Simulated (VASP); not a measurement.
```
Se
1.0
    2.27016    -3.90953     0.00000
    2.23118     3.88703     0.00000
    0.00000     0.00000     4.98584
Se
3
Cartesian
  0.48539   0.84561   3.32389
  3.52210  -0.01761   0.00000
  0.49387  -0.85050   1.66194
```

All values below come from r2SCAN meta-GGA, VASP's PBE PAW potentials (set 64) (plane waves; VASP). Run with 480 eV cut-off, 6×6×4 Γ-centred mesh, Gaussian smearing of 0.050 eV, potentials Se.

### Question
Which forces act on the atoms, in eV/Å?

### Answer

```csv
atom,Fx,Fy,Fz
Se1,0.028,0.016,-0.020
Se2,-0.001,-0.032,0.039
Se3,-0.027,0.015,-0.019
```

### Question
Give the stress tensor in GPa (positive for a compressed cell).

### Answer

```
 0.00   0.12  -0.18
 0.12   0.00   0.00
-0.18   0.00   0.06
```
The pressure is its mean diagonal, 0.02 GPa.

The compound is Se in the trig structure. This cell was strained or had an atom moved on purpose.
